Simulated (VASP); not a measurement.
An input for Ansatz (written as the equivalent of a VASP run, and not itself run):

Ansatz 0.2 input:
```yaml
crystal:
  lattice:
    - [-3.2435102, 3.2435102, 3.1187598]
    - [3.2435102, -3.2435102, 3.1187598]
    - [3.2435102, 3.2435102, -3.1187598]
  atoms:
    - { symbol: Hg, position: [0.0000000, 0.0000000, 0.5000000] }
    - { symbol: Hg, position: [0.0000000, 0.5000000, 0.0000000] }
    - { symbol: Hg, position: [0.5000000, 0.5000000, 0.5000000] }
    - { symbol: Hg, position: [0.5000000, 0.0000000, 0.0000000] }
    - { symbol: Pt, position: [0.0000000, 0.0000000, 0.0000000] }
kpoints:
  mp_grid: { grid: [6, 6, 6] }
hamiltonian:
  xc: pbesol
  pseudopotentials: { kind: paw }
scf:
  occupations: { method: methfessel_paxton, width: 0.1 }
  max_iter: 100
output: { forces: true, stress: true, eigenvalues: true }
```

Task: Write the VASP files for the same calculation (PBEsol).

Result: This is not unique; one that fits is 
**KPOINTS**
```
Automatic
0
Gamma
  6 6 6
```

### INCAR
```
LASPH  =  T
EDIFF  =  1E-7   # SCF stop (eV)
NELM  =  100   # most electronic steps
ENCUT  =  480   # plane-wave cut-off (eV)
LREAL  =  F   # projection in real space or not
ALGO  =  Normal   # blocked Davidson
SIGMA  =  0.1   # width (eV)
GGA  =  PS   # PBEsol
PREC  =  Accurate
ISIF  =  2
LMAXMIX  =  6   # l cut-off of mixed one-centre charges
LWAVE  =  F
SYSTEM  =  Hg4Pt
ISMEAR  =  1   # Methfessel-Paxton
LCHARG  =  F
```

### POSCAR
```
Hg4Pt
6.487020
 -0.5000000257   0.5000000257   0.4807692555
  0.5000000257  -0.5000000257   0.4807692555
  0.5000000257   0.5000000257  -0.4807692555
Hg Pt
4 1
direct
  0.0000000000   0.0000000000   0.5000000000
  0.0000000000   0.5000000000   0.0000000000
  0.5000000000   0.5000000000   0.5000000000
  0.5000000000   0.0000000000   0.0000000000
  0.0000000000   0.0000000000   0.0000000000
```

POTCAR, in this order: Hg Pt (PBE.64 set). Program: vasp_std.

What does not carry over: each code has its own PAW files, so the cut-off isn't converted (ENCUT is set for VASP's; basis.ecutwfc is left out, and Ansatz then takes the one that its files recommend); Ansatz stops its SCF on the density residual and VASP on the energy change (EDIFF).

The structure comes from a computed database's Hg4Pt entry (Im-3m); how it stands against other phases isn't given here. This cell was strained or had an atom moved on purpose.
